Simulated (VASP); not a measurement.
# LuBe (Pm-3m) in VASP: further runs, part 2 of 2

VASP 6.6.1. The steps go on from the part before.

### Step 4. Relaxation of the atoms, PBE+D3(BJ)

INCAR

```
SYSTEM = LuBe
ALGO     = Normal         ! electronic algorithm
EDIFF    = 1E-7           ! SCF threshold, eV
EDIFFG   = 1E-5           ! ionic threshold
ENCUT    = 600            ! plane-wave cutoff, eV
GGA      = PE             ! functional
IBRION   = 2              ! ionic algorithm
ISIF     = 2              ! what is computed and relaxed
ISMEAR   = -1             ! smearing method
IVDW     = 12             ! dispersion correction
LASPH    = .TRUE.         ! aspherical terms in the spheres
LCHARG   = .FALSE.        ! write CHGCAR
LREAL    = Auto         
LWAVE    = .FALSE.        ! write WAVECAR
NELM     = 100            ! most SCF steps
NSW      = 60             ! ionic steps
PREC     = Accurate       ! precision mode
SIGMA    = 0.02           ! smearing width, eV
```

LuBe.cif

```cif
data_LuBe
_cell_length_a 3.32037000
_cell_length_b 3.32037000
_cell_length_c 3.32037000
_cell_angle_alpha 90.00000000
_cell_angle_beta 90.00000000
_cell_angle_gamma 90.00000000
_space_group_name_H-M_alt 'Pm-3m'
_space_group_name_Hall '-P 4 2 3'
_space_group_IT_number 221
loop_
_space_group_symop_operation_xyz
'x,y,z'
'-x,-y,-z'
'-y,x,z'
'y,-x,-z'
'-x,-y,z'
'x,y,-z'
'y,-x,z'
'-y,x,-z'
'x,-y,-z'
'-x,y,z'
'-y,-x,-z'
'y,x,z'
'-x,y,-z'
'x,-y,z'
'y,x,-z'
'-y,-x,z'
'z,x,y'
'-z,-x,-y'
'z,-y,x'
'-z,y,-x'
'z,-x,-y'
'-z,x,y'
'z,y,-x'
'-z,-y,x'
'-z,x,-y'
'z,-x,y'
'-z,-y,-x'
'z,y,x'
'-z,-x,y'
'z,x,-y'
'-z,y,x'
'z,-y,-x'
'y,z,x'
'-y,-z,-x'
'x,z,-y'
'-x,-z,y'
'-y,z,-x'
'y,-z,x'
'-x,z,y'
'x,-z,-y'
'-y,-z,x'
'y,z,-x'
'-x,-z,-y'
'x,z,y'
'y,-z,-x'
'-y,z,x'
'x,-z,y'
'-x,z,-y'
loop_
_atom_site_label
_atom_site_type_symbol
_atom_site_symmetry_multiplicity
_atom_site_Wyckoff_symbol
_atom_site_fract_x
_atom_site_fract_y
_atom_site_fract_z
_atom_site_occupancy
Lu1 Lu 1 a 0.0000000000 0.0000000000 0.0000000000 1
Be1 Be 1 b 0.5000000000 0.5000000000 0.5000000000 1
```

KPOINTS

```
k-points
0
G
  8 8 8
  0 0 0
```

POSCAR

```
Lu Be
 1.0000000000000000
     3.3203700000000000    0.0000000000000000    0.0000000000000000
     0.0000000000000000    3.3203700000000000    0.0000000000000000
     0.0000000000000000    0.0000000000000000    3.3203700000000000
 Lu  Be 
   1   1
Cartesian
  0.0000000000000000  0.0000000000000000  0.0000000000000000
  1.6601850000000000  1.6601850000000000  1.6601850000000000
```

Potentials or basis: VASP PAW PBE potentials, release 64 (Lu_3, Be_sv), 4f in core.

Run with:

```
ase convert -i cif -o vasp LuBe.cif POSCAR
cat potpaw_PBE.64/Lu_3/POTCAR potpaw_PBE.64/Be_sv/POTCAR > POTCAR
mpirun -np 1 vasp_std > vasp.out
```

Run time: 33 s. Hardware: 1 thread of Intel Xeon Platinum 8259CL at 2.50GHz (Skylake/Cascade Lake), shared host; peak memory 0.17 GiB.

It converged, with:

```
Free energy                : -8.7610 eV
Pressure after relaxing    : -2.2 GPa
Band gap on the k mesh     : none (metal or under the smearing width)
Dispersion energy per atom : -0.330 eV
```

Final structure:
```
Lu Be
1.0
     3.32037    0.00000    0.00000
     0.00000    3.32037    0.00000
     0.00000    0.00000    3.32037
Lu Be
1 1
Direct
  0.00000 0.00000 0.00000
  0.50000 0.50000 0.50000
```

Levels at points of the mesh, in eV from the Fermi level:
```csv
k point,band 5,band 6,band 7,band 8,band 9,band 10
"(0.00, 0.00, 0.00)",-7.14,0.05,0.05,4.40,4.40,4.40
"(0.50, 0.00, 0.00)",-4.14,-3.11,1.04,1.82,1.82,6.35
"(0.50, 0.50, 0.00)",-3.32,-0.30,-0.30,-0.14,3.72,3.72
"(0.50, 0.50, 0.50)",-2.10,-2.10,-2.10,1.76,6.08,6.08
```

Caveat: the relaxation stopped at its first step, so nothing moved; pairwise dispersion overbinds metals, which lowers pressure and volume. Spin-orbit coupling is left out, which matters for the levels of Lu.

### Step 5. Single point, PBEsol

run.py

```python
from ase.calculators.vasp import Vasp
from ase.dft.bandgap import bandgap
from ase.io import read

atoms = read('LuBe.cif', primitive_cell=True, subtrans_included=False)
calc = Vasp(
    directory='calc',
    xc='pbesol',
    pp='PBE',
    setups='recommended',
    prec='Accurate',
    encut=520,
    ediff=1e-07,
    ismear=1,
    sigma=0.1,
    lreal=False,
    lasph=True,
    nelm=100,
    algo='Fast',
    isif=2,
    lwave=False,
    lcharg=False,
    imix=1,
    amix=0.2,
    kpts=[10, 10, 10],
    gamma=False,
    nbands=12,
)
atoms.calc = calc

print('energy (eV):', atoms.get_potential_energy())
print('free energy (eV):', atoms.get_potential_energy(force_consistent=True))
print('forces (eV/A):')
print(atoms.get_forces())
print('stress (eV/A^3, Voigt):', atoms.get_stress())
print('Fermi level (eV):', calc.get_fermi_level())
gap, top, bottom = bandgap(calc)
print('band gap (eV):', gap, 'from (spin, k, band)', top, 'to', bottom)
```

LuBe.cif is that of step 4.

Potentials or basis: VASP PAW PBE potentials, release 64 (Lu_3, Be), 4f in core.

Run with:

```
python run.py
```

It took 45 s on 1 thread of Intel Xeon Platinum 8259CL at 2.50GHz (Skylake/Cascade Lake), shared host; peak memory 0.16 GiB.

Results (log left out):

```yaml
Free_energy: -8.7662 eV
Pressure: -1.8 GPa
```

Levels at points of the mesh, in eV from the Fermi level:
| k point | band 3 | band 4 | band 5 | band 6 | band 7 | band 8 | band 9 | band 10 |
| --- | --- | --- | --- | --- | --- | --- | --- | --- |
| (0.05, 0.05, 0.05) | -26.15 | -6.96 | 0.06 | 0.06 | 3.81 | 4.35 | 4.35 | 6.09 |

Caveat: the PAW data sets were made with another functional, which shifts forces and pressure a little. The run has no spin-orbit coupling, so splittings on Lu are missing.

### Step 6. Overview

| task | level | potentials or basis | cell | k mesh | cutoff (eV) | smearing | monkhorst-Pack mesh | other keys | gap on the mesh (eV) | pressure (GPa) |
| --- | --- | --- | --- | --- | --- | --- | --- | --- | --- | --- |
| relaxation of cell and atoms | PBE | VASP PAW PBE potentials, release 64 (Lu, Be) | relaxed | 8 × 8 × 8 | 600 | methfessel-paxton 0.1 eV | - | - | none | 0.0 |
| relaxation of the atoms | PBEsol | VASP PAW PBE potentials, release 64 (Lu, Be) | atoms relaxed | 8 × 8 × 8 | 520 | methfessel-paxton 0.1 eV | - | - | none | -2.1 |
| relaxation of the atoms | PBE+D3(BJ) | VASP PAW PBE potentials, release 64 (Lu_3, Be_sv), 4f in core | atoms relaxed | 8 × 8 × 8 | 600 | fermi-dirac 0.02 eV | - | LREAL = Auto; EDIFFG = 1e-05 | none | -2.2 |
| single point | PBEsol | VASP PAW PBE potentials, release 64 (Lu_3, Be), 4f in core | as given | 10 × 10 × 10 | 520 | methfessel-paxton 0.1 eV | yes | IMIX = 1; AMIX = 0.2; k = 10 × 10 × 10; shifted = yes | - | -1.8 |

Alike in all rows: no spin polarisation.

Caveats: the relaxation stopped at its first step, so nothing moved (some runs); the PAW data sets were made with another functional, which shifts forces and pressure a little (some runs); pairwise dispersion overbinds metals, which lowers pressure and volume (some runs).

Total energies depend on the potentials used, so only differences within one code and one set of settings carry meaning.
